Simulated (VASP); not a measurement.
A convergence study with VASP on AlAs (zinc blende): a few settings are varied, all else stays as given below, so the limit is that of these other settings.

```
AlAs
1.0
    0.00000     2.83000     2.83000
    2.83000     0.00000     2.83000
    2.83000     2.83000     0.00000
Al As
1 1
Direct
  0.00000   0.00000   0.00000
  0.25000   0.25000   0.25000
```

Method: PBE GGA, VASP's PBE PAW potentials (set 64) (plane waves; VASP). The last row used: 550 eV cut-off, 15×15×15 Γ-centred mesh, second-order Methfessel-Paxton smearing of 0.40 eV, potentials Al As.

Gaps are read on the run's mesh, which can miss a band edge.

```csv
setting,E (eV/atom),pressure (GPa),gap on the mesh (eV),irreducible k-points
"ISMEAR = -1, SIGMA = 0.01, 4×4×4 mesh",-4.6287,3.10,1.410,8
"ISMEAR = -1, SIGMA = 0.2, 4×4×4 mesh",-4.6276,3.09,1.410,8
"ISMEAR = 0, SIGMA = 0.01, 4×4×4 mesh",-4.6287,3.10,1.410,8
"ISMEAR = 0, SIGMA = 0.2, 4×4×4 mesh",-4.6287,3.10,1.410,8
"ISMEAR = 1, SIGMA = 0.01, 4×4×4 mesh",-4.6287,3.10,1.410,8
"ISMEAR = 1, SIGMA = 0.2, 4×4×4 mesh",-4.6285,3.10,1.410,8
"ISMEAR = 2, SIGMA = 0.01, 4×4×4 mesh",-4.6287,3.10,1.410,8
"ISMEAR = 2, SIGMA = 0.2, 4×4×4 mesh",-4.6285,3.10,1.410,8
"ISMEAR = -1, SIGMA = 0.05, 9×9×9 mesh",-4.6870,2.80,1.501,35
"ISMEAR = -1, SIGMA = 0.2, 9×9×9 mesh",___,2.80,1.502,35
"ISMEAR = 0, SIGMA = 0.05, 9×9×9 mesh",-4.6870,2.80,1.501,35
"ISMEAR = 0, SIGMA = 0.2, 9×9×9 mesh",-4.6870,2.80,1.501,35
"ISMEAR = 1, SIGMA = 0.05, 9×9×9 mesh",-4.6870,2.80,1.501,35
"ISMEAR = 1, SIGMA = 0.2, 9×9×9 mesh",-4.6870,2.80,1.502,35
"ISMEAR = 2, SIGMA = 0.05, 9×9×9 mesh",-4.6870,2.81,1.502,35
"ISMEAR = 2, SIGMA = 0.2, 9×9×9 mesh",-4.6870,2.81,1.502,35
"ISMEAR = -1, SIGMA = 0.05, 15×15×15 mesh",-4.6874,2.81,1.459,120
"ISMEAR = -1, SIGMA = 0.4, 15×15×15 mesh",-4.6737,2.87,1.466,120
"ISMEAR = 0, SIGMA = 0.05, 15×15×15 mesh",-4.6874,2.81,1.459,120
"ISMEAR = 0, SIGMA = 0.4, 15×15×15 mesh",-4.6873,2.81,1.459,120
"ISMEAR = 1, SIGMA = 0.05, 15×15×15 mesh",-4.6874,2.81,1.459,120
"ISMEAR = 1, SIGMA = 0.4, 15×15×15 mesh",-4.6873,2.79,1.459,120
"ISMEAR = 2, SIGMA = 0.05, 15×15×15 mesh",-4.6874,2.81,1.459,120
"ISMEAR = 2, SIGMA = 0.4, 15×15×15 mesh",-4.6873,2.80,1.459,120
```

Problem. Complete the blanks.

Solution. 
- ISMEAR = -1, SIGMA = 0.2, 9×9×9 mesh, E (eV/atom): -4.6865

Left out are rungs that failed or repeat a setting and relaxations that didn't move; long series are thinned to 24 rows.

The compound is AlAs in the zinc blende structure. The cell was not relaxed at this level.
